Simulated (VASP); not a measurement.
Input:

```
CaSe
1.0
    0.00000     2.93773     2.93773
    2.93773     0.00000     2.93773
    2.93773     2.93773     0.00000
Ca Se
1 1
Direct
  0.00000   0.00000   0.00000
  0.50000   0.50000   0.50000
```

Level of theory: PBEsol GGA, VASP's PBE PAW potentials (set 64) (plane waves; VASP). Run with 400 eV cut-off, 7×7×7 Γ-centred mesh, Gaussian smearing of 0.050 eV, potentials Ca_sv Se.

Task: What does the run give for the energy per atom (σ→0)?

Result: 
The energy per atom (σ→0) is -5.036 eV/atom.

The absolute energy has meaning only against runs of the same code, potentials and settings.

The compound is CaSe in the rock salt structure. It was relaxed first. The start is the result of an earlier pass.
